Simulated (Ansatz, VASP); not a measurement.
# BeSi: VASP beside Ansatz

File INCAR:

```
ALGO = Normal
EDIFF = 1E-6
ENCUT = 520
GGA = PE
ISIF = 2
ISMEAR = -1
LASPH = T
LCHARG = F
LREAL = F
LWAVE = F
NBANDS = 10
NELM = 100
PREC = Accurate
SIGMA = 0.05
```

KPOINTS

```
k-points
0
Gamma
  9 9 9
```

The input POSCAR:

```
BeSi
1.0
    2.9257422678      0.0000000000      0.0000000000
    0.0000000000      2.9257422678      0.0000000000
    0.0000000000      0.0000000000      2.9257422678
Be Si
1 1
Direct
    0.5000000000      0.5000000000      0.5000000000
    0.0000000000      0.0000000000      0.0000000000
```

The input input.yaml:

```yaml
crystal:
  lattice:
    - [2.9257422678, 0.0, 0.0]
    - [0.0, 2.9257422678, 0.0]
    - [0.0, 0.0, 2.9257422678]
  atoms:
    - { symbol: Be, position: [0.5, 0.5, 0.5] }
    - { symbol: Si, position: [0.0, 0.0, 0.0] }
kpoints:
  mp_grid: { grid: [9, 9, 9] }
scf:
  occupations: { method: fermi_dirac, width: 0.05 }
hamiltonian:
  xc: pbe
  pseudopotentials: { kind: all_electron, lapw: { basis_error: 0.0005 } }
output:
  forces: true
  stress: true
  eigenvalues: true
```

Change from the starting cell: volume scaled by 0.96.

Alike in both runs: task single point; functional PBE; k mesh 9 × 9 × 9; occupations fermi-dirac, width 0.05 eV; no spin polarisation.

|  | VASP | Ansatz |
| --- | --- | --- |
| version | VASP 6.6.1 | Ansatz 0.2.0 |
| potentials or method | VASP PAW PBE potentials, release 64 (Be, Si) | all-electron LAPW, scalar-relativistic |
| plane-wave cutoff (eV) | 520 | see its input |

```tsv
	VASP	Ansatz	Ansatz less VASP
gap on the k mesh at the Fermi level (eV)	none	none	-
pressure (GPa)	-6.4	-6.4	+0.01
```

A gap of «none» marks a metal or a gap that the smearing closes. Ansatz ran all-electron here, so the differences hold the error of VASP's frozen core and of both bases.
